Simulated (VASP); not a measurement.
Output of a VASP run:

OSZICAR:
```
...
DAV:  17    -0.830902591540E+02   -0.12442E-01   -0.35717E-03   634   0.601E-01    0.723E-02
DAV:  18    -0.830910990364E+02   -0.83988E-03   -0.77207E-04   658   0.264E-01    0.132E-01
DAV:  19    -0.830911108501E+02   -0.11814E-04   -0.16003E-04   634   0.148E-01    0.101E-01
DAV:  20    -0.830910896553E+02    0.21195E-04   -0.12189E-05   760   0.292E-02    0.612E-02
DAV:  21    -0.830910825249E+02    0.71304E-05   -0.10600E-05   646   0.293E-02    0.345E-02
DAV:  22    -0.830910587597E+02    0.23765E-04   -0.62081E-06   658   0.268E-02    0.973E-03
DAV:  23    -0.830910390435E+02    0.19716E-04   -0.25054E-06   570   0.151E-02    0.697E-03
DAV:  24    -0.830910279916E+02    0.11052E-04   -0.13115E-06   416   0.130E-02    0.115E-02
DAV:  25    -0.830910250085E+02    0.29831E-05   -0.37648E-07   374   0.567E-03    0.950E-03
DAV:  26    -0.830910287043E+02   -0.36958E-05   -0.45381E-07   362   0.487E-03    0.404E-03
DAV:  27    -0.830910305402E+02   -0.18359E-05   -0.11263E-07   350   0.233E-03    0.165E-03
DAV:  28    -0.830910321384E+02   -0.15982E-05   -0.81143E-08   362   0.341E-03    0.376E-04
DAV:  29    -0.830910329382E+02   -0.79979E-06   -0.12878E-08   350   0.117E-03
   1 F= -.83091033E+02 E0= -.83091033E+02  d E =-.830910E+02
       N       E                     dE             d eps       ncg     rms          rms(c)
DAV:   1    -0.832044915299E+02   -0.11346E+00   -0.26062E+00   646   0.185E+01    0.278E+00
DAV:   2    -0.831024185539E+02    0.10207E+00   -0.30137E-01   640   0.728E+00    0.987E-01
DAV:   3    -0.830977730866E+02    0.46455E-02   -0.23644E-02   634   0.162E+00    0.845E-01
DAV:   4    -0.830874242556E+02    0.10349E-01   -0.15672E-02   616   0.113E+00    0.310E-01
DAV:   5    -0.830890064940E+02   -0.15822E-02   -0.15860E-02   616   0.133E+00    0.106E-01
DAV:   6    -0.830930911048E+02   -0.40846E-02   -0.87862E-03   616   0.102E+00    0.873E-02
DAV:   7    -0.830941972621E+02   -0.11062E-02   -0.72214E-04   616   0.327E-01    0.259E-02
DAV:   8    -0.830941984758E+02   -0.12137E-05   -0.40908E-05   640   0.802E-02    0.315E-02
DAV:   9    -0.830943165513E+02   -0.11808E-03   -0.13894E-04   616   0.147E-01    0.376E-03
DAV:  10    -0.830943144675E+02    0.20838E-05   -0.10643E-05   664   0.390E-02    0.522E-03
DAV:  11    -0.830943141761E+02    0.29134E-06   -0.85915E-08   458   0.291E-03
   2 F= -.83094314E+02 E0= -.83094314E+02  d E =-.328124E-02
       N       E                     dE             d eps       ncg     rms          rms(c)
DAV:   1    -0.831020205578E+02   -0.77061E-02   -0.16453E-01   652   0.460E+00    0.672E-01
DAV:   2    -0.830944108220E+02    0.76097E-02   -0.19991E-02   634   0.188E+00    0.233E-01
DAV:   3    -0.830942451739E+02    0.16565E-03   -0.16098E-03   634   0.415E-01    0.197E-01
DAV:   4    -0.830941494358E+02    0.95738E-04   -0.90963E-04   616   0.271E-01    0.745E-02
DAV:   5    -0.830943764856E+02   -0.22705E-03   -0.96735E-04   616   0.330E-01    0.265E-02
DAV:   6    -0.830946855677E+02   -0.30908E-03   -0.53707E-04   616   0.251E-01    0.247E-02
DAV:   7    -0.830947374949E+02   -0.51927E-04   -0.40197E-05   628   0.763E-02    0.628E-03
DAV:   8    -0.830947256361E+02    0.11859E-04   -0.32567E-06   528   0.230E-02    0.786E-03
DAV:   9    -0.830947294040E+02   -0.37679E-05   -0.95239E-06   616   0.391E-02    0.883E-04
DAV:  10    -0.830947308768E+02   -0.14728E-05   -0.67854E-07   416   0.106E-02    0.112E-03
DAV:  11    -0.830947308455E+02    0.31338E-07   -0.16285E-08   326   0.147E-03
   3 F= -.83094731E+02 E0= -.83094731E+02  d E =-.369791E-02
```

**OUTCAR**
```
------------------------ aborting loop because EDIFF is reached ----------------------------------------
  FORCE on cell =-STRESS in cart. coord.  units (eV):
  Direction    XX          YY          ZZ          XY          YZ          ZX
  --------------------------------------------------------------------------------------
  Total       -0.0386603     -0.0386603     -0.0301696      0.0000000      0.0000000     -0.0000000
  in kB       -0.6124749     -0.6124749     -0.4779621      0.0000000      0.0000000     -0.0000000
  external PRESSURE =      -0.5676373 kB  Pullay stress =       0.0000000 kB
  volume of cell :      101.13
      direct lattice vectors                 reciprocal lattice vectors
     2.079207179 -3.601292300  0.000000000     0.240476276 -0.138839050  0.000000000
     2.079207179  3.601292300  0.000000000     0.240476276  0.138839050  0.000000000
     0.000000000  0.000000000  6.753065819     0.000000000  0.000000000  0.148080890
  FREE ENERGIE OF THE ION-ELECTRON SYSTEM (eV)
  ---------------------------------------------------
  free  energy   TOTEN  =       -83.0947308455 eV

  energy  without entropy=      -83.0947308455  energy(sigma->0) =      -83.09473085

 reached required accuracy - stopping structural energy minimisation
```
(Selected blocks of OUTCAR.)

### POSCAR
```
CdS
1
    2.0700000000    -3.5853450000     0.0000000000
    2.0700000000     3.5853450000     0.0000000000
    0.0000000000     0.0000000000     6.7200000000
Cd S
2 2
Direct
  0.6666670000   0.3333330000   0.5000000000
  0.3333330000   0.6666670000   0.0000000000
  0.6666670000   0.3333330000   0.8770000000
  0.3333330000   0.6666670000   0.3770000000
```

Task: Reconstruct the remaining input files.

Result: One answer among several that fit: the input of the run itself, SCAN meta-GGA, plane waves, VASP's PBE PAW potentials (set 64).

KPOINTS:
```
Automatic mesh
0
Gamma
6 6 3
0 0 0
```

INCAR:
```
SYSTEM  =  CdS
PREC  =  Accurate; ENCUT  =  520; LREAL  =  .False.
LASPH  =  .True.
EDIFF  =  1E-6; NELM  =  100; ALGO  =  Normal
LMAXMIX  =  4; LMIXTAU  =  .True.
ISMEAR  =  0; SIGMA  =  0.05
METAGGA  =  SCAN
IBRION  =  2; NSW  =  60; ISIF  =  3
EDIFFG  =  -0.02
LWAVE  =  .False.; LCHARG  =  .False.
```

POTCAR, in this order: Cd S (PBE.64 set). Program: vasp_std.

The compound is CdS in the wurtzite structure. This run relaxes it. Symmetry was kept, so distortions that lower it aren't found. The start is the result of an earlier pass.
